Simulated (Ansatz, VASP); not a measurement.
# Two plane-wave programs on MgCd3Se2

```
Mg Cd Se
1.0
     6.97822    0.00000    0.00000
    -3.48911    6.04332    0.00000
     0.00000    0.00000    4.02711
Mg Cd Se
1 3 2
Direct
  0.00000 0.00000 0.00000
  0.50000 0.00000 0.50000
  0.50000 0.50000 0.50000
  0.00000 0.50000 0.50000
  0.33333 0.66667 0.00000
  0.66667 0.33333 0.00000
```

Change from the starting cell: species swapped into the ErB2Ru3 type (P6/mmm, No. 191).

Alike in both runs: functional PBE; k mesh 3 × 3 × 6; occupations gaussian, width 0.1 eV; no spin polarisation.

Ansatz relaxed the structure, and its values are those at the end. VASP's run is a single point on that final structure, the one shown.

|  | VASP | Ansatz |
| --- | --- | --- |
| version | VASP 6.6.1 | Ansatz 0.2.0 |
| potentials or method | VASP PAW PBE potentials, release 64 (Mg, Cd, Se) | scalar-relativistic, plane waves, PAW |
| plane-wave cutoff (eV) | 520 | 420 |
| valence electrons in the cell | 50 | 102 |

Ansatz gave:

```
gap on the k mesh at the Fermi level (eV) : none
pressure (GPa)                            : 0.2
```

Task: Estimate VASP's values.

Result: gap on the k mesh at the Fermi level (eV): none; pressure (GPa): 0.4.

A gap of «none» marks a metal or a gap that the smearing closes. With one functional, cell and mesh, what is left measures potentials, basis and numerics. The two sets of potentials don't hold the same shells in valence.
